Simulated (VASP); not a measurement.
Set up this calculation in VASP 6.6.1, as the native input.

| Quantity | Value |
| --- | --- |
| Task | relaxation of cell and atoms |
| Functional | LDA |
| Potentials or basis | VASP PAW LDA potentials, release 64 (Ag) |
| Cutoff | 600 eV |
| k mesh | 16 × 16 × 16 |
| Occupations | methfessel-paxton, width 0.1 eV |
| Spin | no spin polarisation |
| Further INCAR settings | ALGO = Normal; EDIFF = 1e-06; IBRION = 2; EDIFFG = -0.01; NSW = 90; ISIF = 3 |

The structure of Ag lies in POSCAR:

```
Ag
1.0
    0.0000000000      2.0427500000      2.0427500000
    2.0427500000      0.0000000000      2.0427500000
    2.0427500000      2.0427500000      0.0000000000
Ag
1
Direct
    0.0000000000      0.0000000000      0.0000000000
```

The input as run:

INCAR

```
ALGO     = Normal         # electronic algorithm
EDIFF    = 1E-6           # SCF threshold, eV
EDIFFG   = -0.01          # ionic threshold
ENCUT    = 600            # plane-wave cutoff, eV
GGA      = CA             # functional
IBRION   = 2              # ionic algorithm
ISIF     = 3              # what is computed and relaxed
ISMEAR   = 1              # smearing method
LASPH    = T              # aspherical terms in the spheres
LCHARG   = F              # write CHGCAR
LREAL    = F              # projectors in reciprocal space
LWAVE    = F              # write WAVECAR
NELM     = 80             # most SCF steps
NSW      = 90             # ionic steps
PREC     = Accurate       # precision mode
SIGMA    = 0.1            # smearing width, eV
```

KPOINTS

```
k-points
0
Gamma
  16 16 16
```

Potentials or basis: VASP PAW LDA potentials, release 64 (Ag).

Command:

```bash
$ cat potpaw_LDA.64/Ag/POTCAR > POTCAR
$ mpirun -np 1 vasp_std > vasp.out
```

Results of the run:

```yaml
Relaxed_volume: 16.04 Å³/atom
Relaxed_cell: a = 2.831 Å, b = 2.831 Å, c = 2.831 Å, α = 60.00°, β = 60.00°, γ = 60.00°
Space_group_after_relaxing_to_0.05_Å: Fm-3m (No. 225)
Energy_gained_by_relaxing: 24.3 meV/atom
Ionic_steps: 3
Pressure_after_relaxing: -0.1 GPa
Band_gap_on_the_k_mesh: none (metal or under the smearing width)
```

It took 13 s on 1 thread of Intel(R) Xeon(R) 6975P-C (Granite Rapids), with other jobs on the host, peak memory 0.16 GiB.
